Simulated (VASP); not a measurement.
The system is Ir.

```
CELL_PARAMETERS angstrom
0.00000 1.91500 1.91500
1.91500 0.00000 1.91500
1.91500 1.91500 0.00000
ATOMIC_POSITIONS crystal
Ir 0.00000 0.00000 0.00000
```

The cell was built by a generator and needn't be a form met in nature.

| Item | Value |
| --- | --- |
| Program | VASP 6.6.1 |
| Task | relaxation of cell and atoms |
| Functional | PBEsol |
| Dispersion | D4 |
| Potentials or basis | VASP PAW PBE potentials, release 64 (Ir) |
| Cutoff | 600 eV |
| k mesh | 18 × 18 × 18 |
| Occupations | methfessel-paxton, width 0.1 eV |
| Spin | no spin polarisation |

At the start: pressure -4.4 GPa; volume 14.05 Å³/atom.

Task: How do energy, volume and symmetry change on relaxing?

Result: Over 4 steps the energy falls by 2.1 meV/atom and the volume is 13.89 Å³/atom (-1.1 %); space group Fm-3m (No. 225, to 0.05 Å).

Step by step:
```csv
step,energy change (eV),largest force (eV/Å),pressure (GPa),volume (Å³)
1,0.0000,0.0000,-4.42,14.05
2,0.0365,0.0000,20.93,13.27
3,-0.0021,0.0000,-0.07,13.89
4,-0.0021,0.0000,0.02,13.89
```

Final structure:
```
Ir
1.0
     0.00000    1.90797    1.90797
     1.90797    0.00000    1.90797
     1.90797    1.90797    0.00000
Ir
1
Cartesian
  1.9080 3.8159 1.9080
```

Caveat: the PAW data sets were made with another functional, which shifts forces and pressure a little; pairwise dispersion overbinds metals, which lowers pressure and volume.
